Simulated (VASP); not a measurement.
# Relaxed cell volume of LaB₆ at seven levels of density-functional theory, with and without dispersion terms, against the diffraction cell

LaB₆ is a stiff boron network with lanthanum in its cages, not a crystal held together by dispersion, yet a dispersion correction can shrink its computed volume by about 2 %. The problem is to find how far each functional places the relaxed volume from the diffraction cell, and how much of that distance a dispersion term adds or removes. The answer matters because an error in volume passes into elastic constants, phonon frequencies and band widths. Seven levels are compared, each with cell and atoms relaxed on a static lattice. Errors are percentages of the diffraction volume, negative when the computed cell is too small. That reference contains thermal and zero-point expansion, so an exact static calculation should itself come out somewhat below zero.

## Method

The start is the cell of a diffraction database, 10.26 Å³ per atom, whose temperature is that of the entry, mostly ambient. VASP 6.6.1, plane waves with PAW, cutoff 520 eV; cell and atoms fully relaxed at zero pressure at each level, static lattice, no spin polarisation, no spin-orbit coupling. All ran on Intel(R) Xeon(R) Platinum 8488C (Sapphire Rapids), shared with other work, so times are rough. All levels use the PAW data sets made with PBE.

Notes on method and selection:

- The diffraction cell holds zero-point and thermal expansion, typically 0.5 to 2 % in volume at room temperature, which a static relaxation lacks.
- Crystals whose PBE volume lies more than 1.5 % under or 25 % over the diffraction cell, or whose cell differs by over 0.3 % from another measurement, were left out.
- Non-spherical gradient terms in the PAW spheres (LASPH) were on in all rows.
- Runs that did not converge, have known faults or may not be shown are not listed, and runs on Ansatz's PAW sets soft_1 and soft_2 are kept to separate tables.

Columns:

- volume error (%): relaxed volume relative to the diffraction cell.
- volume (Å³/atom): relaxed volume per atom.
- cost per step (core-s): processor time per ionic step of the relaxation.

Input lines of one member:

```
PREC = Accurate
ENCUT = 520
EDIFF = 1E-06
NELM = 100
ISMEAR = -1
SIGMA = 0.05
LREAL = .FALSE.
ALGO = Normal
GGA = CA
NBANDS = 21
LASPH = .TRUE.
LORBIT = 11
KPAR = 8
IBRION = 2
NSW = 60
```

Command (options for logging and memory left out): `mpirun -np 8 vasp_std`

## Computed values

| member | volume error (%) | volume (Å³/atom) | cost per step (core-s) |
| --- | --- | --- | --- |
| PBE | −0.222 | 10.239 | 42 |
| r2SCAN | −0.391 | 10.222 | 120 |
| r2SCAN + rVV10 | −0.680 | 10.193 | 240 |
| vdW-DF-cx | −0.814 | 10.179 | 190 |
| PBEsol | −1.900 | 10.067 | 38 |
| PBE + D3(BJ) | −2.428 | 10.013 | 44 |
| LDA | −3.824 | 9.870 | 24 |

## Interpretation

All seven volumes lie below the diffraction cell, from −0.222 % with PBE, the nearest, to −3.824 % with LDA, the furthest. Adding D3(BJ) to PBE makes the error more negative by 2.428 − 0.222 = 2.206 percentage points. Adding rVV10 to r2SCAN does so by only 0.680 − 0.391 = 0.289 points.

A simple model starts from LDA and treats everything else as a small extra pressure. It rests on three assumptions.

First, near its minimum the LDA energy per atom is a parabola in the volume V per atom, E = E₀ + B(V − V_L)²/(2V_L), where V_L is the LDA volume and B the bulk modulus.

Second, a gradient correction adds an energy μG(V). Here μ is the coefficient with which exchange is enhanced at small density gradients. The gradient term of correlation, which acts the other way, is taken to scale with μ and is absorbed into G. Gradients favour an expanded, less uniform density, so G falls as V grows, with slope −g.

Third, a dispersion term adds an attraction W(V), which weakens on expansion and so has a positive slope w.

Setting the derivative of the total energy to zero gives

B(V − V_L)/V_L − μg + w = 0,

and therefore

V = V_L + cμ − d, with c = gV_L/B and d = wV_L/B.

The gradient correction expands the cell and dispersion contracts it, each in inverse proportion to the stiffness. The signs agree with the table: PBEsol and PBE lie above LDA in the order of their μ, and both added dispersion terms reduce the volume. V_L and c can be fixed on two rows without dispersion. The shift d belongs to one particular pairing of functional and dispersion term, and can only be read off as a difference.

## Testing the model

The model is fixed on LDA and PBE. Rounded values of μ are 0 for LDA, 0.22 for PBE, 0.12 for PBEsol and for r2SCAN in the limit of slowly varying density, and 0.09 for vdW-DF-cx. Volumes are in Å³ per atom, and d is set to zero throughout.

V_L = 9.870

c = (10.239 − 9.870) / 0.22 = 1.68

**PBEsol:** 9.870 + 1.68 × 0.12 = 10.072. The table gives 10.067, a difference of −0.005.

**r2SCAN:** the same μ gives 10.072. The table lies 10.222 − 10.072 = 0.150 above it.

**vdW-DF-cx:** 9.870 + 1.68 × 0.09 = 10.021. The table lies 10.179 − 10.021 = 0.158 above it.

**PBE + D3(BJ):** μ is that of PBE, so the model returns 10.239. The table lies 10.239 − 10.013 = 0.226 below it, which is the dispersion shift d.

For r2SCAN + rVV10 the model again gives 10.072, and the table lies 10.193 − 10.072 = 0.121 above it. The mean miss over the five rows not used in the fit is

(0.005 + 0.150 + 0.158 + 0.226 + 0.121) / 5 = 0.132.

The same five volumes scatter about their own mean by roughly 0.08 on average, so the model is no means of estimating the volume for an arbitrary functional. Even the close result for PBEsol is a mild test, since the midpoint of LDA and PBE would miss it by only about 0.01. What the model supplies is the direction of each contribution, not a ranking of functionals of different kinds: it puts vdW-DF-cx below PBEsol, and the table has them the other way round.

## Residuals

r2SCAN lies 0.150 Å³ per atom above the model. The second assumption is the likely weak point: r2SCAN also uses the kinetic-energy density to tell covalent, metallic and weak bonds apart, so a single gradient coefficient does not describe it.

vdW-DF-cx lies 0.158 above. It joins LDA correlation to a non-local term, and its exchange keeps rising at gradients where that of PBEsol levels off. The lack of a semilocal gradient term in correlation and the stronger exchange both act towards expansion, against the non-local attraction.

PBE + D3(BJ) lies 0.226 below because d was set to zero. A possible reason for the size of this shift is that D3 takes its coefficients from coordination and not from charge. Lanthanum has given electrons to the boron network, and a cation is less polarisable than the neutral atom, so the attraction may be too strong.

The shift from rVV10 is 10.222 − 10.193 = 0.029, about an eighth of that from D3(BJ). r2SCAN already contains part of the medium-range attraction, and rVV10 is damped to match. The contrast therefore belongs to the two pairings, not to the dispersion terms alone.

## Computational cost

D3(BJ) adds no cost that can be seen on shared processors: 44 core-seconds per ionic step against 42 for PBE. Its large change of volume is therefore almost free, but for this crystal it leads away from the diffraction cell.

r2SCAN takes 120 / 42 = 2.9 times as long per step as PBE and gives a volume only 0.017 Å³ per atom smaller. With rVV10 the step rises to 240 / 42 = 5.7 times that of PBE, for a further contraction smaller than the usual vibrational expansion. vdW-DF-cx, at 190, also ends within 1 % of the diffraction cell. For the volume of LaB₆ alone, the dearer levels bring no demonstrable gain over PBE or PBEsol.

## Summary

Both added dispersion terms move LaB₆ further below the diffraction cell, strongly for PBE and slightly for r2SCAN.

The main omission is vibrational expansion, typically 0.5 to 2 % in volume. It is smaller than the full spread of the table but comparable with or larger than the 0.814 − 0.222 = 0.592 points that cover the first four rows. Added to the computed volumes, it would make r2SCAN the nearest level at 0.5 % and PBEsol at 2 %, while LDA would remain the furthest, at 2 % only just. PBE's first place is thus not secure; at 2 % even PBE + D3(BJ) would lie nearer than PBE. It is also favoured by the selection, which left out crystals whose PBE volume falls more than 1.5 % short.

[Logs are printed without paths, hosts, clocks, repeated set-up lines and the standing remarks that a program may print on its own settings, such as how far it seeks lower states.]
